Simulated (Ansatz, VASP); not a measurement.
# Two plane-wave programs on GaSeS2

```
Ga Se S
1.0
     3.53754    0.00000    0.00000
     0.00000    3.53754    0.00000
     0.00000    0.00000    7.35280
Ga Se S
1 1 2
Direct
  0.00000 0.00000 0.00000
  0.50000 0.50000 0.00000
  0.50000 0.00000 0.50000
  0.00000 0.50000 0.50000
```

Change from the starting cell: species swapped into the ErIn2Sn type (P4/mmm, No. 123).

Alike in both runs: functional PBE; k mesh 4 × 4 × 4; occupations gaussian, width 0.1 eV; no spin polarisation.

Ansatz relaxed the structure, and its values are those at the end. VASP's run is a single point on that final structure, the one shown.

```csv
,VASP,Ansatz
version,VASP 6.6.1,Ansatz 0.2.0
potentials or method,"VASP PAW PBE potentials, release 64 (Ga_d, Se, S)","scalar-relativistic, plane waves, PAW"
plane-wave cutoff (eV),520,420
valence electrons in the cell,31,41
```

Ansatz gave:

- gap on the k mesh at the Fermi level (eV): none
- pressure (GPa): 0.1

Task: What did VASP give for the same quantities?

Result: gap on the k mesh at the Fermi level (eV): none; pressure (GPa): 0.0.

A gap of «none» marks a metal or a gap that the smearing closes. The two sets of potentials don't hold the same shells in valence.

Caveats: the k mesh is coarse (spacing up to 0.44 Å⁻¹), so the values aren't converged; this functional lacks dispersion, which binds the layers, so the pressure and a relaxed spacing across them are unreliable.
